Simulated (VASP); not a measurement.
```
CELL_PARAMETERS angstrom
      2.30638     1.33159     7.50501
     -2.30638     1.33159     7.50501
      0.00000    -2.66318     7.50501
ATOMIC_POSITIONS crystal
  Sr 0.50000 0.50000 0.50000
  Eu 0.00000 0.00000 0.00000
  Te 0.74721 0.74721 0.74721
  Te 0.25279 0.25279 0.25279
```

Calculation: PBEsol GGA, VASP's PBE PAW potentials (set 64) (plane waves; VASP 6.6.1). Settings: 400 eV cut-off, 6×6×6 Γ-centred mesh, tetrahedra with Blöchl corrections, potentials Sr_sv Eu_2 Te.

The 4f electrons are frozen in the core of the lanthanide potential, so 4f levels, which can set the real gap, and their magnetism are missing.

### Question
The job: SrEuTe2 (space group R-3m), 4 atoms, PBEsol, static run, 400 eV, 6×6×6 Γ-centred mesh. Roughly how much core time does it take on a busy server core?

### Answer
About 2 core-minutes (one run on a shared machine, a rough figure). It had 32 irreducible k-points, 19 bands, up to 2544 plane waves and 14 electronic steps.

The structure comes from a computed database's SrEuTe2 entry (R-3m); how it stands against other phases isn't given here. It was relaxed first, which changed the volume by -6 %.
